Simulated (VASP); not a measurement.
The system is TiN.

```xyz
2
Lattice="0.0000 2.1242 2.1242 2.1242 0.0000 2.1242 2.1242 2.1242 0.0000" Properties=species:S:1:pos:R:3 pbc="T T T"
Ti    0.0000    0.0000    0.0000
N     2.1242    2.1242    2.1242
```

The cell was built by a generator and needn't be a form met in nature.

Program: VASP 6.6.1. Alike in all runs: task optical spectrum; no spin polarisation; cell as given; cutoff (eV) 520; smearing methfessel-paxton 0.1 eV.

Task: Order these runs on this cell by their pressure, lowest first.
A. level PBEsol; potentials or basis VASP PAW PBE potentials, release 64 (Ti_sv, N); k mesh 18 × 18 × 18
B. level LDA; potentials or basis VASP PAW LDA potentials, release 64 (Ti_sv, N); k mesh 18 × 18 × 18
C. level PBE; potentials or basis VASP PAW PBE potentials, release 64 (Ti_sv, N); k mesh 12 × 12 × 12

Result: B (-14.7 GPa), A (-8.4 GPa), C (0.1 GPa).

Caveats: independent-particle spectra lack excitons; the intraband (Drude) part of a metal's response may be missing; spectra need much finer meshes, so this one isn't converged (some runs); the PAW data sets were made with another functional, which shifts forces and pressure a little (some runs).
